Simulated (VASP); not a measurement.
Calculation: r2SCAN meta-GGA, VASP's PBE PAW potentials (set 64) (plane waves; VASP 6.6.1).

Input for VASP

### INCAR
```
SIGMA  =  0.1
ENCUT  =  480   # plane-wave cut-off (eV)
EDIFF  =  1E-7   # SCF stop (eV)
MAGMOM  =  2.7
LCHARG  =  F
LWAVE  =  F
LREAL  =  F   # projection in real space or not
PREC  =  Accurate
LMIXTAU  =  T
ALGO  =  Normal   # blocked Davidson
ISPIN  =  2
SYSTEM  =  Fe
LORBIT  =  10
LASPH  =  T   # aspherical one-centre terms
METAGGA  =  R2SCAN
ISMEAR  =  1   # Methfessel-Paxton
ISIF  =  2   # forces and stress, cell fixed
LMAXMIX  =  4   # l cut-off of mixed one-centre charges
NELM  =  100
```

**POSCAR**
```
Fe
1
   -1.3988210634     1.3988210634     1.4273684320
    1.3988210634    -1.3988210634     1.4273684320
    1.3988210634     1.3988210634    -1.4273684320
Fe
1
Direct
  0.0000000000   0.0000000000   0.0000000000
```

KPOINTS:
```
Automatic mesh
0
Gamma
16 16 16
0 0 0
```

POTCAR, in this order: Fe (PBE.64 set). Program: vasp_std.

Output

### OSZICAR
```
       N       E                     dE             d eps       ncg     rms          rms(c)
DAV:   1     0.987150816921E+01    0.98715E+01   -0.40686E+03 13100   0.105E+03
DAV:   2    -0.153473365125E+02   -0.25219E+02   -0.23366E+02 12655   0.132E+02
DAV:   3    -0.156828264363E+02   -0.33549E+00   -0.33466E+00 14186   0.214E+01
DAV:   4    -0.156847598764E+02   -0.19334E-02   -0.19333E-02 13768   0.149E+00
DAV:   5    -0.156847823800E+02   -0.22504E-04   -0.22503E-04 13630   0.146E-01    0.123E+01
DAV:   6    -0.141840052313E+02    0.15008E+01   -0.20630E+01 13372   0.727E+01    0.823E+00
DAV:   7    -0.143344994145E+02   -0.15049E+00   -0.30607E+00 14637   0.241E+01    0.517E+00
DAV:   8    -0.143426277087E+02   -0.81283E-02   -0.73350E-02 14147   0.273E+00    0.240E+00
DAV:   9    -0.143376545497E+02    0.49732E-02   -0.12370E-01 14801   0.403E+00    0.841E-01
DAV:  10    -0.143413633955E+02   -0.37088E-02   -0.13947E-02 13333   0.145E+00    0.258E-01
DAV:  11    -0.143418454220E+02   -0.48203E-03   -0.69608E-04 13761   0.441E-01    0.125E-01
DAV:  12    -0.143417906430E+02    0.54779E-04   -0.17267E-04 14679   0.184E-01    0.562E-02
DAV:  13    -0.143417848907E+02    0.57524E-05   -0.41441E-06 13126   0.249E-02    0.272E-02
DAV:  14    -0.143417824292E+02    0.24615E-05   -0.10836E-05 13125   0.480E-02    0.130E-02
DAV:  15    -0.143417812090E+02    0.12202E-05   -0.33187E-06 13627   0.243E-02    0.735E-04
DAV:  16    -0.143417812917E+02   -0.82699E-07   -0.25925E-08  6522   0.225E-03
   1 F= -.14341781E+02 E0= -.14341711E+02  d E =-.210815E-03  mag=     2.5747
```

OUTCAR:
```
------------------------ aborting loop because EDIFF is reached ----------------------------------------
  FORCE on cell =-STRESS in cart. coord.  units (eV):
  Direction    XX          YY          ZZ          XY          YZ          ZX
  --------------------------------------------------------------------------------------
  Total        0.6992756      0.6992756      0.6036184      0.0000000      0.0000000      0.0000000
  in kB      100.2855958    100.2855958     86.5670580      0.0000000      0.0000000      0.0000000
  external PRESSURE =      95.7127499 kB  Pullay stress =       0.0000000 kB
  volume of cell :       11.17
      direct lattice vectors                 reciprocal lattice vectors
    -1.398821063  1.398821063  1.427368432     0.000000000  0.357443860  0.350294983
     1.398821063 -1.398821063  1.427368432     0.357443860  0.000000000  0.350294983
     1.398821063  1.398821063 -1.427368432     0.357443860  0.357443860  0.000000000
 POSITION                                       TOTAL-FORCE (eV/Angst)
 -----------------------------------------------------------------------------------
      0.00000      0.00000      0.00000        -0.000000      0.000000      0.000000
 -----------------------------------------------------------------------------------
    total drift:                                0.000000     -0.000000      0.000000
  FREE ENERGIE OF THE ION-ELECTRON SYSTEM (eV)
  ---------------------------------------------------
  free  energy   TOTEN  =       -14.3417812917 eV

  energy  without entropy=      -14.3415704765  energy(sigma->0) =      -14.34171102

 total charge

# of ion       s       p       d       tot
------------------------------------------
    1        0.499   0.591   6.220   7.310

 magnetization (x)

# of ion       s       p       d       tot
------------------------------------------
    1       -0.015  -0.119   2.760   2.626
```
(Selected blocks of OUTCAR.)

The compound is Fe in the bcc structure. This cell was strained or had an atom moved on purpose.
